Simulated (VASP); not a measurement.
A cell of Ga (alpha) near equilibrium:

```
Ga
1.0
    2.25280    -3.87354     0.00000
    2.25280     3.87354     0.00000
    0.00000     0.00000     4.61699
Ga
4
Direct
  0.15570   0.84430   0.91820
  0.34430   0.65570   0.41820
  0.65570   0.34430   0.58180
  0.84430   0.15570   0.08180
```

The numbers are results of PBE GGA, VASP's PBE PAW potentials (set 64) (plane waves; VASP), not measurements.

```tsv
run	ΔE (meV/atom)	σxx	σyy	σzz	largest shear component, with its sign (GPa)	largest force (eV/Å)
as it is	0.0	0.57	0.54	0.27	0.00	0.002
after one change	0.3	-0.66	0.05	-0.95	0.00	0.007
```
Stress is in GPa, positive when the cell is compressed.

What was changed between the two runs?
A. biaxial strain of +1.0 % in the xz plane with the ions relaxed
B. biaxial strain of -0.5 % in the xz plane
C. isotropic strain of +4.0 %
D. atom 3 (Ga) moved by 0.100 Å along y

A, biaxial strain of +1.0 % in the xz plane with the ions relaxed

The compound is Ga in the alpha structure.
